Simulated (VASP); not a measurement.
# A VASP study of IrCl2 (BLYP + D3(BJ)): structure first, properties next

Wanted: the relaxed cell of IrCl2 and its properties. The steps: rough relaxation of the start cell, full relaxation (BLYP + D3(BJ)), density, ELF and potential (BLYP + D3(BJ)), band structure (BLYP + D3(BJ)), density of states (BLYP + D3(BJ)) and bands along the symmetry lines (r2SCAN). The cell is invented: other elements were put on sites of a known structure type. It may not be a known or stable phase.

Program: VASP 6.6.1. Level of theory: BLYP with D3(BJ), no spin polarisation; plane waves and PAW (Ir, Cl), in the first sound run; inputs show where later runs differ. Results are calculated unless marked as measured.

## (1) Set-up

Before any relaxation, the start is as follows. It takes space group P-3m1 (No. 164, trigonal). Conventional cell: a = 3.735 Å, b = 3.735 Å, c = 5.124 Å, α = 90.00°, β = 90.00°, γ = 120.00°. Nearest to Ir lie 6 Cl at 2.51 Å. Nearest to Cl lie 3 Ir at 2.51 Å. Farther neighbours and most contacts between anions are not listed.

As a file:

```cif
data_structure
_symmetry_space_group_name_H-M 'P-3m1'
_symmetry_Int_Tables_number 164
_cell_length_a 3.7349
_cell_length_b 3.7349
_cell_length_c 5.1240
_cell_angle_alpha 90.000
_cell_angle_beta 90.000
_cell_angle_gamma 120.000
_cell_volume 61.90
loop_
_atom_site_label
_atom_site_type_symbol
_atom_site_symmetry_multiplicity
_atom_site_Wyckoff_symbol
_atom_site_fract_x
_atom_site_fract_y
_atom_site_fract_z
_atom_site_occupancy
Ir1 Ir 1 a 0.00000 0.00000 0.00000 1
Cl1 Cl 2 d 0.33333 0.66667 0.25000 1
```

## (2) Rough relaxation of the start cell

The start is only an estimate, so a cheap relaxation brings it near a minimum before any careful run. BLYP comes from molecular chemistry and underbinds dense solids. A dispersion term adds the long-range attraction that semilocal functionals lack. D3 with Becke-Johnson damping keeps a finite attraction at short range.

Contents of INCAR:

```
SYSTEM = IrCl2
PREC = Normal
ENCUT = 400
EDIFF = 1E-05
NELM = 60
ISMEAR = 0
SIGMA = 0.05
LREAL = .FALSE.
ALGO = Fast
GGA = B5
ALDAX = 1
AGGAX = 1
AGGAC = 1
ALDAC = 0
IVDW = 12
VDW_S6 = 1
VDW_S8 = 2.6996
VDW_A1 = 0.4298
VDW_A2 = 4.2359
NBANDS = 17
LORBIT = 11
LWAVE = .FALSE.
LCHARG = .FALSE.
IBRION = 2
NSW = 40
ISIF = 3
EDIFFG = -0.04
```

Contents of POSCAR:

```
IrCl2
1.0
    3.7348947200      0.0000000000      0.0000000000
   -1.8674473600      3.2345137000      0.0000000000
    0.0000000000      0.0000000000      5.1239954200
Ir Cl
1 2
Direct
    0.0000000000      0.0000000000      0.0000000000
    0.3333333300      0.6666666700      0.2500000000
    0.6666666700      0.3333333300      0.7500000000
```

Contents of KPOINTS:

```
Automatic mesh
0
Gamma
5 5 3
0 0 0
```

PAW data sets: Ir and Cl (PBE family, release 64).

Launch:

```console
$ mpirun -np 1 vasp_std
```

Log:

```text
[banner, memory and clock lines left out]
running    1 mpi-ranks, on    1 nodes
 distrk:  each k-point on    1 cores,    1 groups
 distr:  one band on    1 cores,    1 groups

 POSCAR found type information on POSCAR IrCl
 POSCAR found :  2 types and       3 ions
|                                                                             |
|               ----> ADVICE to this user running VASP <----                  |
|                                                                             |
|     You enforced a specific xc type in the INCAR file but a different       |
|     [... a line on the potential file left out ...]
|     I HOPE YOU KNOW WHAT YOU ARE DOING!                                     |
|                                                                             |

 LDA part: xc-table for (Slater(with rela. corr.)+VWN5), standard interpolation
 POSCAR, INCAR and KPOINTS ok, starting setup
 FFT: planning ... GRIDC
 FFT: planning ... GRID_SOFT
 FFT: planning ... GRID
 WAVECAR not read
 entering main loop
       N       E                     dE             d eps       ncg     rms          rms(c)
DAV:   1     0.161816675198E+03    0.16182E+03   -0.89366E+03   416   0.952E+02
DAV:   2     0.437980739791E+00   -0.16138E+03   -0.15539E+03   469   0.272E+02
DAV:   3    -0.104352600330E+02   -0.10873E+02   -0.10673E+02   516   0.741E+01
DAV:   4    -0.106133194648E+02   -0.17806E+00   -0.17653E+00   525   0.113E+01
DAV:   5    -0.106179651020E+02   -0.46456E-02   -0.46447E-02   550   0.161E+00    0.139E+01
RMM:   6    -0.102921228707E+02    0.32584E+00   -0.94840E-01   408   0.741E+00    0.901E+00
RMM:   7    -0.103007425910E+02   -0.86197E-02   -0.12158E-01   408   0.355E+00    0.392E+00
RMM:   8    -0.103131689146E+02   -0.12426E-01   -0.10129E-01   434   0.186E+00    0.299E-01
RMM:   9    -0.103143266708E+02   -0.11578E-02   -0.15120E-02   451   0.835E-01    0.300E-01
RMM:  10    -0.103144502554E+02   -0.12358E-03   -0.18160E-03   450   0.298E-01    0.221E-01
RMM:  11    -0.103147317794E+02   -0.28152E-03   -0.20474E-03   408   0.373E-01    0.101E-01
RMM:  12    -0.103145171984E+02    0.21458E-03   -0.29248E-04   408   0.210E-01    0.469E-02
RMM:  13    -0.103144935684E+02    0.23630E-04   -0.63283E-05   370   0.567E-02    0.316E-02
RMM:  14    -0.103144805753E+02    0.12993E-04   -0.85366E-05   385   0.693E-02    0.166E-02
RMM:  15    -0.103144794363E+02    0.11390E-05   -0.11181E-05   265   0.373E-02
   1 F= -.12287552E+02 E0= -.12284590E+02  d E =-.122876E+02
 curvature:   0.00 expect dE= 0.000E+00 dE for cont linesearch  0.000E+00
 trial: gam= 0.00000 g(F)=  0.894E-02 g(S)=  0.584E-01 ort = 0.000E+00 (trialstep = 0.100E+01)
 search vector abs. value=  0.674E-01
 bond charge predicted
       N       E                     dE             d eps       ncg     rms          rms(c)
DAV:   1    -0.105783313771E+02   -0.26385E+00   -0.10952E+01   421   0.313E+01    0.445E+00
RMM:   2    -0.102496095012E+02    0.32872E+00   -0.68856E-01   408   0.689E+00    0.186E+00
RMM:   3    -0.102097756598E+02    0.39834E-01   -0.35436E-01   408   0.361E+00    0.102E+00
RMM:   4    -0.102102228510E+02   -0.44719E-03   -0.35659E-02   418   0.170E+00    0.669E-01
RMM:   5    -0.102106854617E+02   -0.46261E-03   -0.71768E-03   413   0.812E-01    0.156E-01
RMM:   6    -0.102108083507E+02   -0.12289E-03   -0.32904E-03   467   0.439E-01    0.683E-02
RMM:   7    -0.102108420285E+02   -0.33678E-04   -0.54425E-04   466   0.161E-01    0.468E-02
RMM:   8    -0.102108452288E+02   -0.32003E-05   -0.51511E-05   334   0.538E-02
   2 F= -.12297707E+02 E0= -.12294643E+02  d E =-.101547E-01
[... from here on, the cycles between the ionic steps are left out ...]
   3 F= -.12307870E+02 E0= -.12304865E+02  d E =-.203182E-01
   4 F= -.12311883E+02 E0= -.12309465E+02  d E =-.401323E-02
   5 F= -.12319677E+02 E0= -.12317374E+02  d E =-.118070E-01
   6 F= -.12320940E+02 E0= -.12318026E+02  d E =-.130699E-01
   7 F= -.12321355E+02 E0= -.12318325E+02  d E =-.134849E-01
   8 F= -.12320746E+02 E0= -.12318480E+02  d E =-.128754E-01
   9 F= -.12321416E+02 E0= -.12318436E+02  d E =-.135457E-01
  10 F= -.12321414E+02 E0= -.12318686E+02  d E =-.135435E-01
  11 F= -.12321452E+02 E0= -.12318567E+02  d E =-.135813E-01
  12 F= -.12321434E+02 E0= -.12318491E+02  d E =-.135638E-01
  13 F= -.12321797E+02 E0= -.12318917E+02  d E =-.363207E-03
  14 F= -.12321806E+02 E0= -.12318921E+02  d E =-.372342E-03
  15 F= -.12321974E+02 E0= -.12319106E+02  d E =-.167388E-03
 trial-energy change:   -0.000167  1 .order   -0.000169   -0.000205   -0.000132
 step:   0.7133(harm=  0.7133)  dis= 0.00593  next Energy=   -12.322095 (dE=-0.289E-03)
 bond charge predicted
       N       E                     dE             d eps       ncg     rms          rms(c)
DAV:   1    -0.102258368958E+02    0.44427E-02   -0.82621E-02   448   0.200E+00    0.195E-01
RMM:   2    -0.102255561448E+02    0.28075E-03   -0.42067E-03   408   0.556E-01    0.736E-02
RMM:   3    -0.102255377600E+02    0.18385E-04   -0.87084E-04   415   0.250E-01    0.481E-02
RMM:   4    -0.102255407391E+02   -0.29791E-05   -0.21109E-04   413   0.124E-01    0.367E-02
RMM:   5    -0.102255431396E+02   -0.24005E-05   -0.44398E-05   348   0.575E-02
  16 F= -.12322122E+02 E0= -.12319289E+02  d E =-.315279E-03
 curvature:  -1.64 expect dE=-0.582E-03 dE for cont linesearch -0.111E-04
 trial: gam=-0.19173 g(F)=  0.418E-04 g(S)=  0.312E-03 ort = 0.159E-03 (trialstep = 0.345E+00)
 search vector abs. value=  0.430E-03
 reached required accuracy - stopping structural energy minimisation
```

Run time: 2.2 min. Hardware: 1 MPI rank of AMD EPYC 7R43, shared host; peak memory 0.11 GiB.

The logs omit lines about the potential files and the build; timing stands in the text.

Parts of OUTCAR (step 2):

```text
ion  position               nearest neighbor table
   1  0.000  0.000  0.000-   2 2.51   3 2.51   2 2.51   3 2.51   3 2.51   2 2.51
   2  0.333  0.667  0.250-   1 2.51   1 2.51   1 2.51
   3  0.667  0.333  0.750-   1 2.51   1 2.51   1 2.51

  LATTYP: Found a hexagonal cell.
 ALAT       =     3.7348947200
 C/A-ratio  =     1.3719249950

 Subroutine GETGRP returns: Found 12 space group operations
 (whereof 12 operations were pure point group operations)

The static configuration has the point symmetry D_3d.

 Found     12 irreducible k-points:

   k-points           NKPTS =     12   k-points in BZ     NKDIM =     12   number of bands    NBANDS=     17

   dimension x,y,z NGX =    18 NGY =   18 NGZ =   28
   dimension x,y,z NGXF=    36 NGYF=   36 NGZF=   56

   ENCUT  =  400.0 eV  29.40 Ry    5.42 a.u.   6.09  6.09  8.36*2*pi/ulx,y,z

   NELECT =      23.0000    total number of electrons

 k-points in reciprocal lattice and weights: Automatic mesh
   0.00000000  0.00000000  0.00000000       0.013
   0.20000000  0.00000000  0.00000000       0.080
   0.40000000  0.00000000  0.00000000       0.080
   0.20000000  0.20000000  0.00000000       0.080
   0.40000000  0.20000000  0.00000000       0.080
   0.00000000  0.00000000  0.33333333       0.027
   0.20000000  0.00000000  0.33333333       0.080
   0.00000000  0.20000000  0.33333333       0.080
   0.40000000  0.00000000  0.33333333       0.080
   0.00000000  0.40000000  0.33333333       0.080
   0.20000000  0.20000000  0.33333333       0.160
   0.40000000  0.20000000  0.33333333       0.160

 Edisp (eV)   -2.09169

 average (electrostatic) potential at core
       1 -52.6259       2 -91.2689       3 -91.2689

 E-fermi :   6.3222

 k-point     1 :       0.0000    0.0000    0.0000
  band No.  band energies     occupation
    ...
      7       1.9504      2.00000
      8       3.0176      2.00000
      9       3.7497      2.00000
     10       3.7497      2.00000
     11       4.6990      2.00000
     12       6.6452      0.00000
     13       6.6452      0.00000
     14       8.3489      0.00000
     15       9.8799      0.00000
     16      13.5148      0.00000
    ...

 k-point     2 :       0.2000    0.0000    0.0000
  band No.  band energies     occupation
    ...
      7       1.3564      2.00000
      8       2.4433      2.00000
      9       3.9197      2.00000
     10       4.2066      2.00000
     11       4.8358      2.00000
     12       6.5375      0.00000
     13       6.6301      0.00000
     14       9.5365      0.00000
     15      11.2280      0.00000
     16      12.6471      0.00000
    ...

 k-point     3 :       0.4000    0.0000    0.0000
  band No.  band energies     occupation
    ...
      7       0.6190      2.00000
      8       1.2520      2.00000
      9       3.8337      2.00000
     10       4.3415      2.00000
     11       4.4569      2.00000
     12       6.4998      0.00000
     13       6.9907      0.00000
     14      10.3322      0.00000
     15      11.8577      0.00000
     16      13.9482      0.00000
    ...

 Edisp (eV)   -2.09658

  Total       0.09426     0.09426     0.04063     0.00000     0.00000     0.00000
  in kB       2.57408     2.57408     1.10943     0.00000     0.00000     0.00000
  external pressure =        2.09 kB  Pullay stress =        0.00 kB

  energy-cutoff  :      400.00
  volume of cell :       58.67
      direct lattice vectors                 reciprocal lattice vectors
     3.765840674 -0.000000000 -0.000000000     0.265544957  0.153312453 -0.000000000
    -1.882920337  3.261313682 -0.000000000     0.000000000  0.306624906 -0.000000000
     0.000000000  0.000000000  4.777229056     0.000000000  0.000000000  0.209326366

 POSITION                                       TOTAL-FORCE (eV/Angst)
 -----------------------------------------------------------------------------------
      0.00000      0.00000      0.00000         0.000000      0.000000      0.000000
     -0.00000      2.17421      1.19349         0.000000      0.000000      0.020804
      1.88292      1.08710      3.58374        -0.000000     -0.000000     -0.020804
 -----------------------------------------------------------------------------------
    total drift:                               -0.000000      0.000000     -0.000000

  FREE ENERGIE OF THE ION-ELECTRON SYSTEM (eV)
  ---------------------------------------------------
  free  energy   TOTEN  =       -12.3221216965 eV

  energy  without entropy=      -12.3164567497  energy(sigma->0) =      -12.31928922

 reached required accuracy - stopping structural energy minimisation

 total charge
# of ion       s       p       d       tot
------------------------------------------
    1        0.463   0.395   7.142   8.000
    2        1.633   3.428   0.000   5.060
    3        1.633   3.428   0.000   5.060
--------------------------------------------------
tot          3.728   7.251   7.142  18.121

[... 3 further parts left out ...]
```

This run has no spin polarisation, although Ir can carry a moment. Its electron count is odd, so without a moment it is a metal by construction. The k-mesh is coarse for a metal. LASPH is off, so gradient terms of the non-spherical density inside the spheres are left out; for open d or f shells this can shift gaps and moments. This relaxation is a rough one on cheap settings, only to bring the start near its minimum. The PAW data sets were made with PBE, which is usual practice but a small mismatch for other functionals. The run keeps the 12 symmetry operations of its start, so it cannot find a distortion of lower symmetry.

The steps of the relaxation:

```
step  energy less that of the first step (eV)  largest force (eV/Å)  pressure (GPa)  volume (Å³)
   1                                   0.0000                0.3045           -2.82        61.90
   2                                  -0.0102                0.2665            2.38        58.71
   3                                  -0.0203                0.0094            0.07        59.99
   4                                  -0.0243                0.0153            0.04        59.90
   5                                  -0.0321                0.0455           -0.07        59.59
   6                                  -0.0334                0.0564           -0.14        59.42
   7                                  -0.0338                0.0584           -0.15        59.29
   8                                  -0.0332                0.0716           -0.25        59.03
   9                                  -0.0339                0.0505           -0.16        59.26
  10                                  -0.0339                0.0572           -0.20        59.16
  11                                  -0.0339                0.0502           -0.14        59.22
  12                                  -0.0339                0.0421           -0.19        59.24
  13                                  -0.0342                0.0668            0.26        58.82
  14                                  -0.0343                0.0671            0.28        58.84
  15                                  -0.0344                0.0408            0.21        58.78
  16                                  -0.0346                0.0208            0.21        58.67
```

```
conventional cell, symmetrised  before  after  change
                         a (Å)   3.735  3.766  +0.8 %
                         b (Å)   3.735  3.766  +0.8 %
                         c (Å)   5.124  4.777  -6.8 %
              volume (Å³/atom)   20.63  19.56  -5.2 %
```

The relaxed structure:

```cif
data_structure
_symmetry_space_group_name_H-M 'P 1'
_symmetry_Int_Tables_number 1
_cell_length_a 3.7658
_cell_length_b 3.7658
_cell_length_c 4.7772
_cell_angle_alpha 90.000
_cell_angle_beta 90.000
_cell_angle_gamma 120.000
_cell_volume 58.67
loop_
_atom_site_label
_atom_site_type_symbol
_atom_site_fract_x
_atom_site_fract_y
_atom_site_fract_z
_atom_site_occupancy
Ir1 Ir 0.00000 0.00000 0.00000 1
Cl2 Cl 0.33333 0.66667 0.24983 1
Cl3 Cl 0.66667 0.33333 0.75017 1
```

Numbers from this step:

```
electrons                              : 23
bands                                  : 17
irreducible k-points                   : 12
symmetry operations                    : 12
free energy (TOTEN)                    : -12.32 eV
energy at zero smearing                : -12.32 eV
Fermi energy                           : 6.322 eV
pressure                               : 0.2086 GPa
metallic, judged on the points sampled : yes
SCF cycles over all ionic steps        : 108
```

It ends with a largest force of 0.021 eV/Å and a pressure of 0.21 GPa.

[end of part 1 of 4]

[Lines on the potential files, build, host, timing and source positions are cut from VASP's logs without a mark.]

[Logs are printed without paths, hosts, clocks, repeated set-up lines and the standing remarks that a program may print on its own settings, such as how far it seeks lower states.]

[Hosts, paths, dates, database ids (printed as entryN), source tags and the programs' standing remarks are cut or masked in the printed files.]

[A measured line is paired with the nearest computed mode of its activity, which favours agreement.]

[In band tables of VASP the shares of atoms and orbitals are scaled to a sum of 1 inside the atoms' spheres.]
